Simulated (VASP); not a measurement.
An input for Ansatz (written as the equivalent of a VASP run, and not itself run):

Ansatz 0.2 input:
```yaml
crystal:
  lattice:
    - [0.0000000, 2.1825380, 2.1825380]
    - [2.1825380, 0.0000000, 2.1825380]
    - [2.1825380, 2.1825380, 0.0000000]
  atoms:
    - { symbol: Zr, position: [1.0000000, 1.0000000, 0.0000000] }
    - { symbol: N, position: [0.5000000, 0.5000000, 0.5000000] }
kpoints:
  mp_grid: { grid: [14, 14, 14] }
hamiltonian:
  xc: pbesol
  pseudopotentials: { kind: paw }
scf:
  occupations: { method: methfessel_paxton, width: 0.1 }
  max_iter: 100
relax:
  max_steps: 40
  f_tol: 0.02
  cell: { p_target: 45 }
output: { forces: true, stress: true, eigenvalues: true }
```

Problem. Translate this input to VASP (INCAR, KPOINTS, POSCAR, choice of POTCAR).

Solution. Several could match; the one computed here: 
### KPOINTS
```
Automatic mesh
0
Gamma
14 14 14
0 0 0
```

### INCAR
```
! general
SYSTEM  = ZrN
PREC    = Accurate
ENCUT   = 620
LREAL   = .FALSE.
LASPH   = .TRUE.

! electronic loop
EDIFF   = 1E-6
NELM    = 100
ALGO    = Normal
LMAXMIX = 4

! smearing
ISMEAR  = 1
SIGMA   = 0.1

! functional
GGA     = PS

! ions
IBRION  = 2
NSW     = 40
ISIF    = 3
EDIFFG  = -0.02
PSTRESS = 450

! output
LWAVE   = .FALSE.
LCHARG  = .FALSE.
```

**POSCAR**
```
ZrN
1
   -0.0000000000     2.1825379817     2.1825379817
    2.1825379817    -0.0000000000     2.1825379817
    2.1825379817     2.1825379817     0.0000000000
Zr N
1 1
Direct
  1.0000000000   1.0000000000   0.0000000000
  0.5000000000   0.5000000000   0.5000000000
```

POTCAR, in this order: Zr_sv N (PBE.64 set). Program: vasp_std.

What does not carry over: each code has its own PAW files, so the cut-off isn't converted (ENCUT is set for VASP's; basis.ecutwfc is left out, and Ansatz then takes the one that its files recommend); Ansatz stops its SCF on the density residual and VASP on the energy change (EDIFF).

The compound is ZrN in the rock salt structure. It was relaxed first under an external pressure of 45 GPa.
